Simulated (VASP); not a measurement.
BaSi₂ (relaxed from the C49 structure, space group Cmcm): computed properties

The numbers are results of PBEsol GGA, VASP's PBE PAW potentials (set 64) (plane waves; VASP), not measurements.

space group: Cmcm (63)
cell: a = 3.606 Å, b = 22.023 Å, c = 3.828 Å, α = β = γ = 90.00°
volume per atom: 25.33 Å^3/atom
band gap (over mesh and band path): none (metal, semimetal or under 0.01 eV)
density: 4.23 g/cm³

```yaml
crystal:
  lattice:
    - [1.80290, -11.01165, 0.00000]
    - [1.80290, 11.01165, 0.00000]
    - [0.00000, 0.00000, 3.82771]
  atoms:
    - { symbol: Si, position: [0.97035, 0.02965, 0.25000] }
    - { symbol: Si, position: [0.02965, 0.97035, 0.75000] }
    - { symbol: Si, position: [0.25015, 0.74985, 0.25000] }
    - { symbol: Si, position: [0.74985, 0.25015, 0.75000] }
    - { symbol: Ba, position: [0.61821, 0.38179, 0.25000] }
    - { symbol: Ba, position: [0.38179, 0.61821, 0.75000] }
```

Unless said otherwise, spin-orbit coupling is left out, though it shifts the bands of the heavy elements here.

The structure was generated: BaSi2 was put into the C49 type (Cmcm), which need not be its known phase. It was relaxed first. Symmetry was kept, so distortions that lower it aren't found.
